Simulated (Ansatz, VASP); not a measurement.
# Cross-check of Sc between VASP and Ansatz

One calculation is typed for both programs; each brings its own data sets. How far apart do they land? The cell is taken from a series of runs on this material, whose earlier steps may have relaxed, scaled, displaced or heated it; both programs get it as it stands.

Method: plane waves, with VASP 6.6.1 beside it; zone-centre phonons at LDA, in Ansatz 0.2.0.

## (1) The structure

The structure is hexagonal, space group P6_3/mmc (No. 194). The conventional cell has a = 3.292 Å, b = 3.292 Å, c = 5.087 Å, α = 90.00°, β = 90.00°, γ = 120.00°. Nearest to Sc lie 12 Sc at 3.17 to 3.29 Å.

As a file:

```cif
data_structure
_symmetry_space_group_name_H-M 'P 1'
_symmetry_Int_Tables_number 1
_cell_length_a 3.2917
_cell_length_b 3.2917
_cell_length_c 5.0866
_cell_angle_alpha 90.000
_cell_angle_beta 90.000
_cell_angle_gamma 120.000
_cell_volume 47.73
loop_
_atom_site_label
_atom_site_type_symbol
_atom_site_fract_x
_atom_site_fract_y
_atom_site_fract_z
_atom_site_occupancy
Sc1 Sc 0.33333 0.66667 0.25000 1
Sc2 Sc 0.66667 0.33333 0.75000 1
```

## (2) VASP: zone-centre phonons, LDA

Second derivatives magnify differences that forces hide, and they need a tight electronic threshold.

Lines of VASP's logs that name or quote its potential files are left out, and so is its time.

The input, INCAR:

```
SYSTEM = Sc
PREC = Accurate
ENCUT = 500
EDIFF = 1E-08
NELM = 120
ISMEAR = 1
SIGMA = 0.2
LREAL = .FALSE.
ALGO = Normal
GGA = CA
NBANDS = 17
LASPH = .TRUE.
LORBIT = 11
LWAVE = .FALSE.
LCHARG = .FALSE.
ISIF = 2
IBRION = 8
GGA_COMPAT = .FALSE.
KPAR = 2
```

The input, POSCAR:

```
Sc
1.0
    3.2916636121      0.0000000000      0.0000000000
   -1.6458318060      2.8506643088      0.0000000000
    0.0000000000      0.0000000000      5.0865801373
Sc
2
Direct
    0.3333333333      0.6666666667      0.2500000000
    0.6666666667      0.3333333333      0.7500000000
```

The input, KPOINTS:

```
Automatic mesh
0
Gamma
15 15 8
0 0 0
```

Potentials, in the order of the species: Sc_sv (LDA family, release 64).

On the command line:

```sh
$ mpirun -np 2 vasp_std
```

Numbers of over 12 decimals in the logs are rounded to 6 here.

What it wrote:

```text
[banner, memory and clock lines left out]
running    2 mpi-ranks, on    1 nodes
 distrk:  each k-point on    1 cores,    2 groups
 distr:  one band on    1 cores,    1 groups

 POSCAR found type information on POSCAR Sc
 POSCAR found :  1 types and       2 ions
 LDA part: xc-table for (Slater(with rela. corr.)+CA(PZ))
 , standard interpolation
 POSCAR, INCAR and KPOINTS ok, starting setup
 FFT: planning ... GRIDC
 FFT: planning ... GRID_SOFT
 FFT: planning ... GRID
 WAVECAR not read
 entering main loop
       N       E                     dE             d eps       ncg     rms          rms(c)
DAV:   1     0.362269833334E+03    0.36227E+03   -0.10627E+04  4606   0.137E+03
DAV:   2     0.619818701162E+01   -0.35607E+03   -0.34891E+03  6206   0.588E+02
DAV:   3    -0.144829208273E+02   -0.20681E+02   -0.19830E+02  7733   0.176E+02
DAV:   4    -0.148059368746E+02   -0.32302E+00   -0.32055E+00  6741   0.204E+01
DAV:   5    -0.148112030917E+02   -0.52662E-02   -0.52631E-02  7833   0.272E+00    0.783E+00
DAV:   6    -0.135998485546E+02    0.12114E+01   -0.27772E+00  6015   0.201E+01    0.229E+00
DAV:   7    -0.134376800988E+02    0.16217E+00   -0.64000E-01  6248   0.868E+00    0.782E-01
DAV:   8    -0.134237424227E+02    0.13938E-01   -0.29703E-02  6249   0.248E+00    0.229E-01
DAV:   9    -0.134226623608E+02    0.10801E-02   -0.67461E-03  6597   0.913E-01    0.215E-02
DAV:  10    -0.134226868613E+02   -0.24500E-04   -0.10739E-04  7202   0.156E-01    0.483E-03
DAV:  11    -0.134226878227E+02   -0.96147E-06   -0.24835E-06  7399   0.170E-02    0.135E-03
DAV:  12    -0.134226878003E+02    0.22391E-07   -0.30356E-07  7399   0.595E-03    0.748E-04
DAV:  13    -0.134226877807E+02    0.19611E-07   -0.18994E-08  4620   0.116E-03    0.997E-05
DAV:  14    -0.134226877810E+02   -0.27239E-09   -0.17498E-09  3956   0.802E-04
   1 F= -.13422688E+02 E0= -.13421426E+02  d E =-.378504E-02
 Linear response reoptimize wavefunctions to high precision
DAV:   1    -0.134226877812E+02   -0.19827E-09   -0.66329E-10  4333   0.486E-04
DAV:   2    -0.134226877812E+02   -0.26375E-10   -0.24856E-10  3681   0.383E-04
 Linear response DOF=           2
 Linear response progress:
  Degree of freedom:   1/  2
       N       E                     dE             d eps       ncg     rms          rms(c)
RMM:   1    -0.727359774468E+00   -0.72736E+00   -0.10046E+02 19348   0.294E+02
RMM:   2    -0.727618544981E+00   -0.25877E-03   -0.18394E-01 31239   0.519E+00    0.109E-01
RMM:   3    -0.728223719698E+00   -0.60517E-03   -0.90220E-03 33178   0.100E+00    0.390E-02
RMM:   4    -0.727356979059E+00    0.86674E-03   -0.12011E-03 40824   0.278E-01    0.195E-02
RMM:   5    -0.727099904505E+00    0.25707E-03   -0.10974E-04 38812   0.932E-02    0.102E-02
RMM:   6    -0.727096979029E+00    0.29255E-05   -0.18915E-05 36108   0.381E-02    0.556E-03
RMM:   7    -0.727141193353E+00   -0.44214E-04   -0.66307E-06 40986   0.211E-02    0.314E-03
RMM:   8    -0.727216538312E+00   -0.75345E-04   -0.30308E-06 37756   0.125E-02    0.552E-04
RMM:   9    -0.727228926960E+00   -0.12389E-04   -0.15708E-06 40917   0.976E-03    0.145E-04
RMM:  10    -0.727227717789E+00    0.12092E-05   -0.21825E-06 37681   0.938E-03    0.556E-05
RMM:  11    -0.727227401648E+00    0.31614E-06   -0.25991E-06 40647   0.893E-03    0.310E-05
RMM:  12    -0.727228293209E+00   -0.89156E-06   -0.25585E-06 39212   0.899E-03    0.188E-05
RMM:  13    -0.727228398535E+00   -0.10533E-06   -0.23837E-06 41732   0.881E-03    0.729E-06
RMM:  14    -0.727228546156E+00   -0.14762E-06   -0.20037E-06 41095   0.888E-03    0.540E-06
RMM:  15    -0.727228444676E+00    0.10148E-06   -0.17522E-06 43293   0.880E-03    0.398E-06
RMM:  16    -0.727228467297E+00   -0.22621E-07   -0.14839E-06 42717   0.887E-03    0.146E-06
RMM:  17    -0.727228486358E+00   -0.19061E-07   -0.13367E-06 44506   0.882E-03    0.153E-06
RMM:  18    -0.727228486591E+00   -0.23301E-09   -0.11740E-06 44222   0.886E-03    0.134E-06
RMM:  19    -0.727228485417E+00    0.11739E-08   -0.10968E-06 45765   0.884E-03    0.140E-06
 first order change of Fermi-energy   0.18932E-04
 force on displaced ion       1 direction 1 :  -1.492  -0.001   0.000
 Linear response progress:
  Degree of freedom:   2/  2
       N       E                     dE             d eps       ncg     rms          rms(c)
RMM:   1    -0.791051941314E+00   -0.79105E+00   -0.10136E+02  6607   0.296E+02
RMM:   2    -0.792429836811E+00   -0.13779E-02   -0.19098E-01 10608   0.527E+00    0.131E-01
RMM:   3    -0.794253452356E+00   -0.18236E-02   -0.77211E-03 11219   0.100E+00    0.459E-02
RMM:   4    -0.793312866592E+00    0.94059E-03   -0.13827E-03 13462   0.299E-01    0.171E-02
RMM:   5    -0.793136993282E+00    0.17587E-03   -0.12702E-04 13164   0.802E-02    0.132E-02
RMM:   6    -0.793060773702E+00    0.76220E-04   -0.24903E-05 12142   0.381E-02    0.591E-03
RMM:   7    -0.793048874137E+00    0.11900E-04   -0.15602E-05 14315   0.211E-02    0.261E-03
RMM:   8    -0.793076807183E+00   -0.27933E-04   -0.71547E-06 12570   0.153E-02    0.554E-04
RMM:   9    -0.793084539277E+00   -0.77321E-05   -0.39029E-06 14150   0.950E-03    0.264E-04
RMM:  10    -0.793092113138E+00   -0.75739E-05   -0.27985E-06 12584   0.913E-03    0.967E-05
RMM:  11    -0.793094341944E+00   -0.22288E-05   -0.24553E-06 13705   0.875E-03    0.380E-05
RMM:  12    -0.793094273697E+00    0.68247E-07   -0.20375E-06 13259   0.897E-03    0.146E-05
RMM:  13    -0.793094459832E+00   -0.18613E-06   -0.14703E-06 14065   0.884E-03    0.714E-06
RMM:  14    -0.793094466244E+00   -0.64121E-08   -0.16556E-06 13972   0.899E-03    0.467E-06
RMM:  15    -0.793094406804E+00    0.59441E-07   -0.12923E-06 14493   0.892E-03    0.255E-06
RMM:  16    -0.793094415184E+00   -0.83798E-08   -0.15556E-06 14467   0.899E-03    0.304E-06
RMM:  17    -0.793094393342E+00    0.21842E-07   -0.10919E-06 14966   0.896E-03    0.261E-06
RMM:  18    -0.793094401294E+00   -0.79522E-08   -0.11566E-06 14955   0.901E-03    0.355E-06
RMM:  19    -0.793094382121E+00    0.19173E-07   -0.86967E-07 15344   0.899E-03    0.458E-06
RMM:  20    -0.793094385139E+00   -0.30178E-08   -0.97367E-07 15457   0.902E-03    0.466E-06
RMM:  21    -0.793094372314E+00    0.12825E-07   -0.78296E-07 15666   0.901E-03    0.492E-06
RMM:  22    -0.793094368125E+00    0.41890E-08   -0.79747E-07 15802   0.902E-03    0.504E-06
 first order change of Fermi-energy   0.64592E-04
 force on displaced ion       1 direction 3 :  -0.000  -0.000  -4.019
 Linear response finished
```

Parts of OUTCAR (step 2):

```text
ion  position               nearest neighbor table
   1  0.333  0.667  0.250-   2 3.17   2 3.17   2 3.17   2 3.17   2 3.17   2 3.17
   2  0.667  0.333  0.750-   1 3.17   1 3.17   1 3.17   1 3.17   1 3.17   1 3.17

  LATTYP: Found a hexagonal cell.
 ALAT       =     3.2916636121
 C/A-ratio  =     1.5452916023

 Subroutine GETGRP returns: Found 24 space group operations
 (whereof 12 operations were pure point group operations)

The static configuration has the point symmetry D_3d.
 The point group associated with its full space group is D_6h.

 Found    135 irreducible k-points:

   k-points           NKPTS =    135   k-points in BZ     NKDIM =    135   number of bands    NBANDS=     17

   dimension x,y,z NGX =    24 NGY =   24 NGZ =   40
   dimension x,y,z NGXF=    48 NGYF=   48 NGZF=   80

   ENCUT  =  500.0 eV  36.75 Ry    6.06 a.u.   6.00  6.00  9.27*2*pi/ulx,y,z

   NELECT =      22.0000    total number of electrons

 k-points in reciprocal lattice and weights: Automatic mesh
   0.00000000  0.00000000  0.00000000       0.001
   0.06666667  0.00000000  0.00000000       0.003
   0.13333333  0.00000000  0.00000000       0.003
   0.20000000 -0.00000000  0.00000000       0.003
   0.26666667  0.00000000  0.00000000       0.003
   0.33333333  0.00000000  0.00000000       0.003
   0.40000000  0.00000000  0.00000000       0.003
   0.46666667 -0.00000000  0.00000000       0.003
   0.06666667  0.06666667  0.00000000       0.003
[...]
0.33333333  0.26666667  0.50000000       0.007
   0.33333333  0.33333333  0.50000000       0.001

 average (electrostatic) potential at core
       1 -46.9520       2 -46.9520

  Total       -0.9541728     -0.9541728     -0.9509343     -0.0000000      0.0000000     -0.0000000
  in kB      -32.0295013    -32.0295013    -31.9207934     -0.0000000      0.0000000     -0.0000000
  external PRESSURE =     -31.9932653 kB  Pullay stress =       0.0000000 kB

  energy-cutoff  :      500.00
  volume of cell :       47.73
      direct lattice vectors                 reciprocal lattice vectors
     3.291663612  0.000000000  0.000000000     0.303797750  0.175397713  0.000000000
    -1.645831806  2.850664309  0.000000000     0.000000000  0.350795426  0.000000000
     0.000000000  0.000000000  5.086580137     0.000000000  0.000000000  0.196595743

 POSITION                                       TOTAL-FORCE (eV/Angst)
 -----------------------------------------------------------------------------------
     -0.00000      1.90044      1.27165        -0.000000      0.000000      0.000000
      1.64583      0.95022      3.81494         0.000000      0.000000      0.000000
 -----------------------------------------------------------------------------------
    total drift:                               -0.000000      0.000000     -0.000000

 Eigenvectors and eigenvalues of the dynamical matrix
 ----------------------------------------------------

   1 f  =    6.610761 THz    41.536639 2PiTHz  220.511267 cm-1    27.339900 meV
             X         Y         Z           dx          dy          dz
     -0.000000  1.900443  1.271645     0.000000    0.000000   -0.707107
      1.645832  0.950221  3.814935     0.000000    0.000000    0.707107

   2 f  =    4.027358 THz    25.304636 2PiTHz  134.338202 cm-1    16.655807 meV
             X         Y         Z           dx          dy          dz
     -0.000000  1.900443  1.271645     0.455903    0.540511    0.000000
      1.645832  0.950221  3.814935    -0.455903   -0.540511    0.000000

   3 f  =    4.027358 THz    25.304636 2PiTHz  134.338202 cm-1    16.655807 meV
             X         Y         Z           dx          dy          dz
     -0.000000  1.900443  1.271645     0.540511   -0.455903   -0.000000
      1.645832  0.950221  3.814935    -0.540511    0.455903   -0.000000

   4 f/i=    0.000000 THz     0.000000 2PiTHz    0.000001 cm-1     0.000000 meV
             X         Y         Z           dx          dy          dz
     -0.000000  1.900443  1.271645     0.448178    0.474857   -0.271381
      1.645832  0.950221  3.814935     0.448178    0.474857   -0.271381

   5 f/i=    0.000000 THz     0.000000 2PiTHz    0.000002 cm-1     0.000000 meV
             X         Y         Z           dx          dy          dz
     -0.000000  1.900443  1.271645    -0.546028    0.368285   -0.257332
      1.645832  0.950221  3.814935    -0.546028    0.368285   -0.257332

   6 f/i=    0.000000 THz     0.000001 2PiTHz    0.000004 cm-1     0.000001 meV
             X         Y         Z           dx          dy          dz
     -0.000000  1.900443  1.271645    -0.031467    0.372662    0.600111
      1.645832  0.950221  3.814935    -0.031467    0.372662    0.600111

 ELASTIC MODULI CONTR FROM IONIC RELAXATION (kBar)
 Direction    XX          YY          ZZ          XY          YZ          ZX
 --------------------------------------------------------------------------------
 XX         -55.5159     55.5159     -0.0000     -0.0000     -0.0000     -0.0000
 YY          55.5159    -55.5159      0.0000     -0.0000     -0.0000     -0.0000
 ZZ          -0.0000      0.0000     -0.0000     -0.0000      0.0000      0.0000
 XY          -0.0000     -0.0000     -0.0000    -55.5159     -0.0000     -0.0000
 YZ          -0.0000     -0.0000      0.0000     -0.0000     -0.0000     -0.0000
 ZX          -0.0000     -0.0000      0.0000     -0.0000     -0.0000     -0.0000
 --------------------------------------------------------------------------------
```

(Part 1 of 2 ends here.)

[Lines on the potential files, build, host, timing and source positions are cut from VASP's logs without a mark.]

[Logs are printed without paths, hosts, clocks, repeated set-up lines and the standing remarks that a program may print on its own settings, such as how far it seeks lower states.]

[Hosts, paths, dates, database ids (printed as entryN), source tags and the programs' standing remarks are cut or masked in the printed files.]
